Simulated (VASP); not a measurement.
Here is the system:

```yaml
crystal:
  lattice:
    - [0.00000, 3.26202, 3.26202]
    - [3.26202, 0.00000, 3.26202]
    - [3.26202, 3.26202, 0.00000]
  atoms:
    - { symbol: Na, position: [0.00000, 0.00000, 0.00000] }
    - { symbol: I, position: [0.50000, 0.50000, 0.50000] }
```

Computed with PBE GGA, VASP's PBE PAW potentials (set 64) (plane waves; VASP). Numerical set-up: 480 eV cut-off, 6×6×6 Γ-centred mesh, Gaussian smearing of 0.050 eV, potentials Na_pv I.

Unless said otherwise, spin-orbit coupling is left out, though it shifts the bands of the heavy elements here.

**Question.** Predict the energy per atom (σ→0), band gap (on the k-mesh) with the smallest direct gap where there is one.

**Answer.** 
```json
{
  "band gap (on the k-mesh)": "3.58 eV",
  "smallest direct gap (on the k-mesh)": "3.58 eV",
  "energy per atom (σ→0)": "-2.694 eV/atom"
}
```

The compound is NaI in the rock salt structure. It was relaxed first. The start is the result of an earlier pass.
